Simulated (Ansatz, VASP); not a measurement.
# One calculation of MgVCl2O, two programs

```
CELL_PARAMETERS angstrom
6.62034 -1.96158 0.00000
6.62034 1.96158 0.00000
-1.39572 0.00000 4.08633
ATOMIC_POSITIONS crystal
V 0.00143 0.00143 0.97846
Cl 0.63023 0.63023 0.11155
Cl 0.36778 0.36778 0.84648
Mg 0.49092 0.49092 0.46643
O 0.99610 0.99610 0.47359
```

The cell comes from a database or a generator and needn't be the stable form of this composition.

Alike in both runs: task single point; functional RPBE; k mesh 7 × 7 × 7; occupations gaussian, width 0.1 eV; collinear spin, ferromagnetic start.

|  | VASP | Ansatz |
| --- | --- | --- |
| version | VASP 6.6.1 | Ansatz 0.2.0 |
| potentials or method | VASP PAW PBE potentials, release 64 (V_sv, Cl, Mg, O) | Ansatz PAW |
| plane-wave cutoff (eV) | 520 | 420 |
| valence electrons in the cell | 35 | 43 |

|  | VASP | Ansatz | Ansatz less VASP |
| --- | --- | --- | --- |
| gap on the k mesh at the Fermi level (eV) | 0.60 | 0.61 | +0.007 |
| least direct gap on the mesh (eV) | 0.72 | 0.73 | +0.007 |
| pressure (GPa) | 0.2 | 0.4 | +0.14 |
| largest component of the traceless stress (GPa) | 0.18 | 0.14 | -0.040 |
| rms of the force components (eV/Å) | 0.035 | 0.034 | -0.0016 |
| net moment per atom (μB) | 0.60 | 0.60 | 0.000 |
| size of the moment on the site where the two differ most (μB) | 2.59 | 2.20 | -0.397 |

Site moments also hang on the region over which each program counts them. Atom by atom the forces differ by 0.002 eV/Å (rms over components). With one functional, cell and mesh, what is left measures potentials, basis and numerics. The two sets of potentials don't hold the same shells in valence.

Caveats: the PAW data sets were made with another functional, which shifts forces and pressure a little (VASP); an odd mesh through Γ misses points on the zone boundary, where band edges often lie (VASP); odd divisions of the mesh miss points on the zone boundary, where band edges often lie, so the gap on the mesh can be too wide (Ansatz); the PAW data sets come from PBE, with cores solved anew for the run's functional, which leaves a small shift of forces and pressure (Ansatz).
